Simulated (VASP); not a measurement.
Energy against volume of ZnO (wurtzite). Calculation: MS2 meta-GGA, VASP's PBE PAW potentials (set 64) (plane waves; VASP). Settings: 520 eV cut-off, 8×8×4 Γ-centred mesh, Gaussian smearing of 0.050 eV, potentials Zn O.

Shape and ions are relaxed at each volume.

| V (Å³/atom) | E (eV/atom) |
|---|---|
| 11.189 | -6.32981 |
| 11.547 | -6.34494 |
| 11.904 | -6.34938 |
| 12.261 | -6.34475 |

Task: Fit these four points and predict the energy of the run at 12.618 Å³/atom.

Result: A cubic in V^(−2/3), the third-order Birch-Murnaghan form, passes through the four points with V0 = 11.89 Å³/atom and B0 = 136 GPa, and gives -6.3324 eV/atom there. The run gave -6.3316 eV/atom, +0.7 meV/atom from the fit; all five points give B0 = 140 GPa.

The compound is ZnO in the wurtzite structure. It was relaxed first.
